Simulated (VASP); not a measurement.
Computed with r2SCAN meta-GGA, VASP's PBE PAW potentials (set 64) (plane waves; VASP).

A VASP calculation is set up with these files.

INCAR:
```
ALGO=Normal
EDIFF=1E-6
EDIFFG=-0.02
ENCUT=400
IBRION=2
ISIF=3
ISMEAR=1
LASPH=.TRUE.
LCHARG=.FALSE.
LMAXMIX=4
LMIXTAU=.TRUE.
LREAL=.FALSE.
LWAVE=.FALSE.
METAGGA=R2SCAN
NELM=100
NSW=60
PREC=Accurate
SIGMA=0.1
SYSTEM=TiSi
```

KPOINTS:
```
Automatic mesh
0
Gamma
10 10 4
0 0 0
```

POSCAR:
```
TiSi
1
    3.2655720741    -0.0000001097    -0.0000000000
   -1.6327857336     2.8280685229     0.0000000000
   -0.0000000000    -0.0000000000     6.9473684680
Ti Si
2 2
Direct
  0.0000000000   0.0000000000   0.0000000000
  0.0000000000   0.0000000000   0.5000000000
  0.3333330000   0.6666670000   0.2500000000
  0.6666670000   0.3333330000   0.7500000000
```

POTCAR, in this order: Ti_sv Si (PBE.64 set). Program: vasp_std.

Energy and stress use the plane-wave basis of the starting cell.

### Question
Estimate the energy per atom (σ→0), volume per atom, band gap (on the k-mesh).

### Answer

```yaml
energy per atom (σ→0): -11.262 eV/atom
band gap (on the k-mesh): none (metal, semimetal or under 0.01 eV)
volume_per_atom: 17.03 Å³/atom
```

OSZICAR:
```
...
DAV:   6    -0.450472763627E+02   -0.53465E-03   -0.16550E-03  2396   0.303E-01    0.287E-02
DAV:   7    -0.450473615002E+02   -0.85137E-04   -0.43646E-05  2004   0.545E-02    0.173E-02
DAV:   8    -0.450473449960E+02    0.16504E-04   -0.35000E-05  1924   0.523E-02    0.793E-03
DAV:   9    -0.450473976353E+02   -0.52639E-04   -0.17267E-05  1748   0.470E-02    0.586E-03
DAV:  10    -0.450473790200E+02    0.18615E-04   -0.17998E-06  1232   0.137E-02    0.320E-03
DAV:  11    -0.450473914266E+02   -0.12407E-04   -0.69755E-07   916   0.953E-03    0.793E-04
DAV:  12    -0.450473907695E+02    0.65709E-06   -0.34279E-07   872   0.474E-03
  13 F= -.45047391E+02 E0= -.45046373E+02  d E =-.649316E-02
```

The structure was generated: TiSi was put into the NiAs type (P6_3/mmc), which need not be its known phase. This run relaxes it. Symmetry was kept, so distortions that lower it aren't found. The start is the result of an earlier pass.
